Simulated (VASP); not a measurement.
# PbI2Cl2 (P-3m1) in VASP: reference runs

How does PbI2Cl2 come out in PBE? The cell is run as given.

Everything below comes from runs of VASP 6.6.1. Logs are shortened: lines on timing, memory, paths and dates and some standing lists are left out, and cuts for length are marked.

## 1. Starting point

It takes space group P-3m1 (No. 164, trigonal). The conventional cell has a = 5.144 Å, b = 5.144 Å, c = 7.115 Å, α = 90.00°, β = 90.00°, γ = 120.00°. Pb (site symmetry -3m) is surrounded by 6 Cl at 3.38 Å. I (site symmetry 3m) has 1 Cl at 1.53 Å as nearest neighbours. Cl (site symmetry 3m) has 1 I at 1.53 Å as nearest neighbours.

The cell was built by a generator and needn't be a form met in nature.

## 2. Single point, PBE

INCAR reads:

```
SYSTEM = PbI2Cl2
ALGO = Normal
EDIFF = 1E-7
ENCUT = 520
GGA = PE
ISIF = 2
ISMEAR = -1
LASPH = .True.
LCHARG = .False.
LREAL = .False.
LWAVE = .False.
NBANDS = 29
NELM = 60
PREC = Accurate
SIGMA = 0.05
```

KPOINTS reads:

```
k-points
0
Gamma
  6 6 4
  0 0 0
```

POSCAR reads:

```
PbI2Cl2
1.0
    5.1443729900      0.0000000000      0.0000000000
   -2.5721865000      4.4551577000      0.0000000000
    0.0000000000      0.0000000000      7.1147638000
Pb I Cl
1 2 2
Direct
    0.0000000000      0.0000000000      0.0000000000
    0.3333333300      0.6666666700      0.5568568700
    0.6666666700      0.3333333300      0.4431431300
    0.3333333300      0.6666666700      0.7723165800
    0.6666666700      0.3333333300      0.2276834200
```

Potentials or basis: VASP PAW PBE potentials, release 64 (Pb_d, I, Cl).

Run with:

```console
$ cat potpaw_PBE.64/Pb_d/POTCAR potpaw_PBE.64/I/POTCAR potpaw_PBE.64/Cl/POTCAR > POTCAR
$ mpirun -np 1 vasp_std > vasp.out
```

OUTCAR:

```text
SYSTEM = PbI2Cl2
   EDIFF = 1E-7
   ENCUT = 520
   GGA = PE
   ISIF = 2
   ISMEAR = -1
   LASPH = .True.
   LREAL = .False.
   NELM = 60
   PREC = Accurate

 ion  position               nearest neighbor table
   1  0.000  0.000  0.000-   4 3.38   5 3.38   5 3.38   4 3.38   5 3.38   4 3.38
   2  0.333  0.667  0.557-   4 1.53   3 3.08   3 3.08   3 3.08
   3  0.667  0.333  0.443-   5 1.53   2 3.08   2 3.08   2 3.08
   4  0.333  0.667  0.772-   2 1.53   1 3.38   1 3.38   1 3.38
   5  0.667  0.333  0.228-   3 1.53   1 3.38   1 3.38   1 3.38

 -----------------------------------------------------------------------------
|                                                                             |
|           W    W    AA    RRRRR   N    N  II  N    N   GGGG   !!!           |
|           W    W   A  A   R    R  NN   N  II  NN   N  G    G  !!!           |
|           W    W  A    A  R    R  N N  N  II  N N  N  G       !!!           |
|           W WW W  AAAAAA  RRRRR   N  N N  II  N  N N  G  GGG   !            |
|           WW  WW  A    A  R   R   N   NN  II  N   NN  G    G                |
|           W    W  A    A  R    R  N    N  II  N    N   GGGG   !!!           |
|                                                                             |
|     The distance between some ions is very small. Please check the          |
|     nearest-neighbor list in the OUTCAR file.                               |
|     I HOPE YOU KNOW WHAT YOU ARE DOING!                                     |
|                                                                             |
 -----------------------------------------------------------------------------

  LATTYP: Found a hexagonal cell.
 ALAT       =     5.1443729900
 C/A-ratio  =     1.3830186524

  Lattice vectors:

 A1 = (   5.1443729900,   0.0000000000,   0.0000000000)
 A2 = (  -2.5721865000,   4.4551577000,   0.0000000000)
 A3 = (   0.0000000000,   0.0000000000,   7.1147638000)

Analysis of symmetry for initial positions (statically):
=====================================================================
 Subroutine PRICEL returns:
 Original cell was already a primitive cell.

 Routine SETGRP: Setting up the symmetry group for a
 hexagonal supercell.

 Subroutine GETGRP returns: Found 12 space group operations
 (whereof 12 operations were pure point group operations)
 out of a pool of 24 trial point group operations.

The static configuration has the point symmetry D_3d.

Analysis of symmetry for dynamics (positions and initial velocities):
=====================================================================
 Subroutine PRICEL returns:
 Original cell was already a primitive cell.

 Routine SETGRP: Setting up the symmetry group for a
 hexagonal supercell.

 Subroutine GETGRP returns: Found 12 space group operations
 (whereof 12 operations were pure point group operations)
 out of a pool of 24 trial point group operations.

The dynamic configuration has the point symmetry D_3d.

 Subroutine INISYM returns: Found 12 space group operations
 (whereof 12 operations are pure point group operations),
 and found     1 'primitive' translations

----------------------------------------------------------------------------------------

                                     Primitive cell

  volume of cell :     163.0632

  direct lattice vectors                    reciprocal lattice vectors
     5.144372990  0.000000000  0.000000000     0.194387149  0.112229473  0.000000000
    -2.572186500  4.455157700  0.000000000     0.000000000  0.224458946  0.000000000
     0.000000000  0.000000000  7.114763800     0.000000000  0.000000000  0.140552804

  length of vectors
     5.144372990  5.144372996  7.114763800     0.224458946  0.224458946  0.140552804

  position of ions in fractional coordinates (direct lattice)
     0.000000000  0.000000000  0.000000000
     0.333333330  0.666666670  0.556856870
     0.666666670  0.333333330  0.443143130
     0.333333330  0.666666670  0.772316580
     0.666666670  0.333333330  0.227683420

  ion indices of the primitive-cell ions
   primitive index   ion index
                 1           1
                 2           2
                 3           3
                 4           4
                 5           5

----------------------------------------------------------------------------------------

 KPOINTS: k-points

Automatic generation of k-mesh.
 Grid dimensions read from file:
 generate k-points for:    6    6    4

 Generating k-lattice:

  Cartesian coordinates                     Fractional coordinates (reciprocal lattice)
     0.032397858  0.018704912  0.000000000     0.166666667 -0.000000000  0.000000000
     0.000000000  0.037409824  0.000000000     0.000000000  0.166666667  0.000000000
     0.000000000  0.000000000  0.035138201     0.000000000  0.000000000  0.250000000

  Length of vectors
     0.037409824  0.037409824  0.035138201

  Shift w.r.t. Gamma in fractional coordinates (k-lattice)
     0.000000000  0.000000000  0.000000000

 Subroutine IBZKPT returns following result:
 ===========================================

 Found     24 irreducible k-points:

 Following reciprocal coordinates:
            Coordinates               Weight
  0.000000  0.000000  0.000000      1.000000
  0.166667 -0.000000  0.000000      6.000000
  0.333333  0.000000  0.000000      6.000000
  0.500000  0.000000  0.000000      3.000000
  0.166667  0.166667  0.000000      6.000000
  0.333333  0.166667  0.000000     12.000000
[... 16 lines left out ...]
  0.333333  0.166667  0.500000     12.000000
  0.333333  0.333333  0.500000      2.000000
   k-points           NKPTS =     24   k-points in BZ     NKDIM =     24   number of bands    NBANDS=     29
   number of dos      NEDOS =    301   number of ions     NIONS =      5
   total plane-waves  NPLWV =  86400
   dimension x,y,z NGX =    40 NGY =   40 NGZ =   54
   dimension x,y,z NGXF=    80 NGYF=   80 NGZF=  108
   ions per type =               1   2   2
   NGX,Y,Z   is equivalent  to a cutoff of  12.93, 12.93, 12.62 a.u.
   NGXF,Y,Z  is equivalent  to a cutoff of  25.85, 25.85, 25.24 a.u.
 SYSTEM =  PbI2Cl2
   PREC   = accura    normal or accurate (medium, high low for compatibility)
   ISTART =      0    job   : 0-new  1-cont  2-samecut
   ICHARG =      2    charge: 1-file 2-atom 10-const
   ISPIN  =      1    spin polarized calculation?
   LNONCOLLINEAR =      F non collinear calculations
   LSORBIT =      F    spin-orbit coupling
   LASPH  =      T    aspherical Exc in radial PAW
   ENCUT  =  520.0 eV  38.22 Ry    6.18 a.u.   9.57  9.57 13.23*2*pi/ulx,y,z
   NELM   =     60;   NELMIN=  2; NELMDL= -5     # of ELM steps
   EDIFF  = 0.1E-06   stopping-criterion for ELM
   LREAL  =      F    real-space projection
   EDIFFG = 0.1E-05   stopping-criterion for IOM
   NSW    =      0    number of steps for IOM
   IBRION =     -1    ionic relax: 0-MD 1-quasi-New 2-CG
   NFREE  =      0    steps in history (QN), initial steepest desc. (CG)
   ISIF   =      2    stress and relaxation
   ISYM   =      2    0-nonsym 1-usesym 2-fastsym
   POTIM  = 0.5000    time-step for ionic-motion
   TEBEG  =    0.0;   TEEND  =   0.0 temperature during run
   PSTRESS=    0.0 pullay stress
   NELECT =      42.0000    total number of electrons
   NUPDOWN=      -1.0000    fix difference up-down
   EMIN   =  10.00;   EMAX   =-10.00  energy-range for DOS
   EFERMI =   0.00;   METHOD = LEGACY
   ISMEAR =    -1;   SIGMA  =   0.05  broadening in eV -4-tet -1-fermi 0-gaus
   EFERMI_NEDOS =   21; number of points for ismear=-14 and -15
   IALGO  =     38    algorithm
   IMIX   =      4    mixing-type and parameters
     AMIX     =   0.40;   BMIX     =  1.00
     AMIX_MAG =   1.60;   BMIX_MAG =  1.00
  volume/ion in A,a.u.               =      32.61       220.08
  Fermi-wavevector in a.u.,A,eV,Ry     =   1.041612  1.968361 14.761713  1.084955
  Thomas-Fermi vector in A             =   2.176240
   LORBIT       =      0    0 simple, 1 ext, 2 COOP (PROOUT), +10 PAW based schemes
   GGA     = PE    functional components
   LHFCALC =     F    Hartree Fock is set to
   AEXX    =    0.0000 exact exchange contribution
   IVDW    =     0    specifies the selected vdW correction
   LEPSILON=     F    determine dielectric tensor
   LRPA    =     F    only Hartree local field effects (RPA)
 non-spin polarized calculation
  energy-cutoff  :      520.00
  volume of cell :      163.06
 maximum number of plane-waves:      4455
 NGX is ok and might be reduce to    40
   NGX = 19   NGY = 19   NGZ = 27

 number of electron      41.9999997 magnetization

 Free energy of the ion-electron system (eV)
  ---------------------------------------------------
  ext. energy  EPLUGINS =         0.00000000
  ---------------------------------------------------
  free energy    TOTEN  =        32.78582733 eV

  energy without entropy =       32.81379972  energy(sigma->0) =       32.79981353

 E-fermi :   5.6708     XC(G=0):  -8.3716

 val. band max:        5.6470075367   @ k =   0.3333   0.1667   0.5000
 cond. band min:       5.7205926525   @ k =   0.1667   0.1667   0.5000
 fundamental gap:      0.0735851158
 Fermi energy:         5.6708490970

 k-point     1 :       0.0000    0.0000    0.0000
  band No.  band energies     occupation
      1     -19.3780      2.00000
      2     -19.1380      2.00000
      3     -11.6522      2.00000
      4     -11.6522      2.00000
      5     -11.4932      2.00000
      6     -11.4932      2.00000
[... 21 lines left out ...]
     28       9.9281      0.00000
     29      10.5269      0.00000

 k-point     2 :       0.1667   -0.0000    0.0000
  band No.  band energies     occupation
      1     -19.3621      2.00000
      2     -19.1504      2.00000
      3     -11.6525      2.00000
      4     -11.6505      2.00000
      5     -11.4939      2.00000
      6     -11.4935      2.00000
[... 696 lines left out ...]
 k-point    24 :       0.3333    0.3333    0.5000
  band No.  band energies     occupation
      1     -19.2502      2.00000
      2     -19.2502      2.00000
      3     -11.6495      2.00000
      4     -11.6495      2.00000
      5     -11.4954      2.00000
      6     -11.4954      2.00000
[... 21 lines left out ...]
     28       9.3362      0.00000
     29      10.2208      0.00000

------------------------ aborting loop because EDIFF is reached ----------------------------------------

  FORCE on cell =-STRESS in cart. coord.  units (eV):
  Direction    XX          YY          ZZ          XY          YZ          ZX
  --------------------------------------------------------------------------------------
  -------------------------------------------------------------------------------------
  Total        8.1268541      8.1268541    271.3091021     -0.0000000      0.0000000     -0.0000000
  in kB       79.8503876     79.8503877   2665.7469992     -0.0000001      0.0000000     -0.0000000
  external PRESSURE =     941.8159248 kB  Pullay stress =       0.0000000 kB

 VOLUME and BASIS-vectors are now :
 -----------------------------------------------------------------------------
  energy-cutoff  :      520.00
  volume of cell :      163.06
      direct lattice vectors                 reciprocal lattice vectors
     5.144372990  0.000000000  0.000000000     0.194387149  0.112229473  0.000000000
    -2.572186500  4.455157700  0.000000000     0.000000000  0.224458946  0.000000000
     0.000000000  0.000000000  7.114763800     0.000000000  0.000000000  0.140552804

 POSITION                                       TOTAL-FORCE (eV/Angst)
 -----------------------------------------------------------------------------------
      0.00000      0.00000      0.00000         0.000000      0.000000      0.000000
     -0.00000      2.97011      3.96191        -0.000000      0.000000    -88.334057
      2.57219      1.48505      3.15286         0.000000     -0.000000     88.334057
     -0.00000      2.97011      5.49485         0.000000      0.000000     88.160962
      2.57219      1.48505      1.61991        -0.000000     -0.000000    -88.160962
 -----------------------------------------------------------------------------------
    total drift:                                0.000000      0.000000      0.000000

  FREE ENERGIE OF THE ION-ELECTRON SYSTEM (eV)
  ---------------------------------------------------
  free  energy   TOTEN  =        32.7858273312 eV

  energy  without entropy=       32.8137997247  energy(sigma->0) =       32.79981353
```

Run time: 95 s. Hardware: 1 thread of AMD EPYC 9R45 (Zen 5), shared host; peak memory 0.3 GiB.

Results:

```yaml
Free_energy: 32.7858 eV
Pressure: 94.2 GPa
Largest_force: 88.334 eV/Å
Band_gap_on_the_k_mesh: none (metal or under the smearing width)
```

Forces in eV/Å, atoms in the order of the input:
```
Pb    0.000   0.000   0.000
I     0.000   0.000 -88.334
I     0.000   0.000  88.334
Cl    0.000   0.000  88.161
Cl    0.000   0.000 -88.161
```

Levels at points of the mesh, in eV from the Fermi level:
```csv
k point,band 17,band 18,band 19,band 20,band 21,band 22,band 23,band 24,band 25,band 26
"(0.00, 0.00, 0.00)",-3.90,-3.90,-1.50,-1.50,-0.96,0.35,0.35,2.36,3.29,3.54
"(0.50, 0.00, 0.00)",-4.31,-3.28,-1.55,-0.27,-0.17,0.50,0.73,2.02,2.99,3.35
"(0.00, 0.00, 0.50)",-3.94,-3.94,-1.58,-1.58,-0.61,0.73,0.73,1.10,3.53,3.53
"(0.50, 0.00, 0.50)",-4.13,-3.34,-1.17,-0.89,-0.51,-0.22,1.54,2.18,3.17,3.25
```

Caveat: a pressure of tens of GPa on the cell as given is suspect, and the run, the potentials or the cell itself is likely at fault; forces of over 1 eV/Å show positions far from the minimum, so gaps and moduli don't describe the material at rest. Spin-orbit coupling is left out, which matters for the levels of I, Pb.
